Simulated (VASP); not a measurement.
Data:

```
GaN
1.0
    3.18191     0.00000     0.00000
   -1.59096     2.75562     0.00000
    0.00000     0.00000     5.18108
Ga N
2 2
Direct
  0.66667   0.33333   0.59163
  0.33333   0.66667   0.09163
  0.66667   0.33333   0.96837
  0.33333   0.66667   0.46837
```

Calculation: PBEsol GGA, VASP's PBE PAW potentials (set 64) (plane waves; VASP). Numerical set-up: 520 eV cut-off, Gaussian smearing of 0.050 eV, potentials Ga_d N.

### Question
Give the energies of bands 13 to 21 at the high-symmetry points, in eV from the valence-band maximum.

### Answer

| band | Γ | M | K | A | L | H |
|---|---|---|---|---|---|---|
| 13 | -7.16 | -6.54 | -5.41 | -3.88 | -6.69 | -6.24 |
| 14 | -1.05 | -5.35 | -5.41 | -3.88 | -6.69 | -6.24 |
| 15 | -1.05 | -4.27 | -5.39 | -0.54 | -1.98 | -4.28 |
| 16 | -0.04 | -2.79 | -3.04 | -0.54 | -1.98 | -4.28 |
| 17 | 0.00 | -2.26 | -3.04 | -0.54 | -1.92 | -1.50 |
| 18 | 0.00 | -1.01 | -2.77 | -0.54 | -1.92 | -1.50 |
| 19 | 1.91 | 4.95 | 5.01 | 4.23 | 4.31 | 6.36 |
| 20 | 4.21 | 5.53 | 7.81 | 4.23 | 4.31 | 6.36 |
| 21 | 9.13 | 5.96 | 7.81 | 8.39 | 7.71 | 7.22 |

The gap is direct, 1.90 eV, from the valence maximum at Γ to the conduction minimum at Γ.

The structure comes from a measured GaN entry (P6_3mc) of the Crystallography Open Database, whose conditions weren't checked. It was relaxed first.
